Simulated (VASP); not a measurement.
OSZICAR of a VASP run on CdS (zinc blende):

OSZICAR:
```
       N       E                     dE             d eps       ncg     rms          rms(c)
DAV:   1     0.834521957996E+02    0.83452E+02   -0.94690E+03   528   0.129E+03
DAV:   2    -0.293363139344E+02   -0.11279E+03   -0.10696E+03   560   0.302E+02
DAV:   3    -0.342603878288E+02   -0.49241E+01   -0.49065E+01   635   0.658E+01
DAV:   4    -0.342948348470E+02   -0.34447E-01   -0.34429E-01   580   0.548E+00
DAV:   5    -0.342953079392E+02   -0.47309E-03   -0.47309E-03   635   0.623E-01    0.833E+00
DAV:   6    -0.289303799390E+02    0.53649E+01   -0.41601E+00   520   0.344E+01    0.982E+00
DAV:   7    -0.290297100451E+02   -0.99330E-01   -0.48057E-01   520   0.912E+00    0.560E+00
DAV:   8    -0.289173356948E+02    0.11237E+00   -0.40155E-01   520   0.604E+00    0.129E+00
DAV:   9    -0.290716853202E+02   -0.15435E+00   -0.22773E-01   520   0.460E+00    0.688E-01
DAV:  10    -0.291111850210E+02   -0.39500E-01   -0.19400E-02   530   0.131E+00    0.301E-01
DAV:  11    -0.291107752289E+02    0.40979E-03   -0.59444E-03   550   0.899E-01    0.196E-01
DAV:  12    -0.291124137950E+02   -0.16386E-02   -0.19298E-03   530   0.442E-01    0.125E-01
DAV:  13    -0.291127445517E+02   -0.33076E-03   -0.11823E-03   520   0.411E-01    0.396E-02
DAV:  14    -0.291130797830E+02   -0.33523E-03   -0.91151E-05   540   0.974E-02    0.602E-03
DAV:  15    -0.291131124472E+02   -0.32664E-04   -0.19498E-05   575   0.461E-02    0.548E-03
DAV:  16    -0.291131121154E+02    0.33181E-06   -0.48836E-06   530   0.232E-02
   1 F= -.29113112E+02 E0= -.29113112E+02  d E =-.291131E+02
       N       E                     dE             d eps       ncg     rms          rms(c)
DAV:   1    -0.292798404888E+02   -0.16673E+00   -0.36286E+00   545   0.271E+01    0.342E+00
DAV:   2    -0.291258532382E+02    0.15399E+00   -0.37100E-01   535   0.995E+00    0.125E+00
DAV:   3    -0.291177401211E+02    0.81131E-02   -0.33158E-02   525   0.263E+00    0.108E+00
DAV:   4    -0.291071745987E+02    0.10566E-01   -0.20142E-02   520   0.143E+00    0.297E-01
DAV:   5    -0.291162359162E+02   -0.90613E-02   -0.75453E-03   520   0.106E+00    0.136E-01
DAV:   6    -0.291125597215E+02    0.36762E-02   -0.47526E-03   520   0.838E-01    0.671E-02
DAV:   7    -0.291168296851E+02   -0.42700E-02   -0.17649E-03   520   0.543E-01    0.300E-02
DAV:   8    -0.291167388748E+02    0.90810E-04   -0.20388E-05   560   0.500E-02    0.173E-02
DAV:   9    -0.291168506281E+02   -0.11175E-03   -0.13771E-04   520   0.147E-01    0.737E-03
DAV:  10    -0.291168716171E+02   -0.20989E-04   -0.12710E-05   520   0.492E-02    0.594E-03
DAV:  11    -0.291168711676E+02    0.44951E-06   -0.51958E-07   265   0.777E-03
   2 F= -.29116871E+02 E0= -.29116871E+02  d E =-.375905E-02
       N       E                     dE             d eps       ncg     rms          rms(c)
DAV:   1    -0.291356628676E+02   -0.18791E-01   -0.38465E-01   550   0.864E+00    0.103E+00
DAV:   2    -0.291188186250E+02    0.16844E-01   -0.42743E-02   535   0.343E+00    0.371E-01
DAV:   3    -0.291178970652E+02    0.92156E-03   -0.35874E-03   525   0.837E-01    0.314E-01
DAV:   4    -0.291170022372E+02    0.89483E-03   -0.20660E-03   520   0.457E-01    0.883E-02
DAV:   5    -0.291178216126E+02   -0.81938E-03   -0.87062E-04   520   0.362E-01    0.433E-02
DAV:   6    -0.291175821536E+02    0.23946E-03   -0.49447E-04   520   0.273E-01    0.254E-02
DAV:   7    -0.291179384347E+02   -0.35628E-03   -0.11926E-04   520   0.143E-01    0.915E-03
DAV:   8    -0.291179289901E+02    0.94447E-05   -0.14218E-06   442   0.119E-02    0.763E-03
DAV:   9    -0.291179487345E+02   -0.19744E-04   -0.17136E-05   520   0.519E-02    0.236E-03
DAV:  10    -0.291179500952E+02   -0.13607E-05   -0.98956E-07   360   0.136E-02    0.228E-03
DAV:  11    -0.291179501848E+02   -0.89601E-07   -0.19064E-07   260   0.525E-03
   3 F= -.29117950E+02 E0= -.29117950E+02  d E =-.483807E-02
```

### Question
Which electronic solver shows in the log?

### Answer
It is blocked Davidson (ALGO = Normal, or the opening steps of other solvers). The INCAR had ALGO = Normal.

### Question
Can the final energy be trusted as converged?

### Answer
The run converged. It stopped with EDIFF = 1E-6, NELM = 100, NSW = 60 and EDIFFG = -0.01 after 3 ionic steps (r2SCAN+rVV10, plane waves, VASP's PBE PAW potentials (set 64)). Energy and stress use the plane-wave basis of the starting cell.

The compound is CdS in the zinc blende structure, a metastable form; wurtzite is the usual one. This run relaxes it. Symmetry was kept, so distortions that lower it aren't found.
